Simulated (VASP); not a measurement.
Runs of VASP 6.6.1 on Ti. All rows change the cell; the cell of one of them follows. The structure is tetragonal, space group I4/mmm (No. 139). Conventional cell: a = 2.871 Å, b = 2.871 Å, c = 4.263 Å, α = 90.00°, β = 90.00°, γ = 90.00°. Around Ti (site symmetry 4/mmm) lie 12 Ti at 2.87 to 2.94 Å. This isn't the form of Ti at room conditions, which is hcp.

```csv
cell,further INCAR settings,gap on the mesh (eV),pressure (GPa)
"strain +0.000 along x and y, +0.050 along z, atoms carried along",ALGO = Fast; EDIFF = 1e-06; NBANDS = 12,none,(a)
"strain -0.050 along x and y, +0.050 along z, atoms carried along",ALGO = Fast; EDIFF = 1e-06; NBANDS = 12,none,0.9
"strain +0.000 along x and y, -0.050 along z, atoms carried along",ALGO = Fast; EDIFF = 1e-07; NBANDS = 12,none,0.8
"strain -0.050 along x and y, -0.050 along z, atoms carried along",ALGO = Fast; EDIFF = 1e-06; NBANDS = 12,none,15.9
```

Alike in all rows: task single point; level LDA; potentials or basis VASP PAW LDA potentials, release 64 (Ti_sv); no spin polarisation; k mesh 20 × 20 × 20; cutoff (eV) 520; smearing gaussian 0.15 eV.

Problem. Fill in the values left out.

Solution. (a) -9.9.

Caveats: so large a pressure means that the cell lies far from this level's equilibrium, or that cutoff or potentials fall short (some runs).

A gap of «none» marks a metal or a gap under the smearing width.
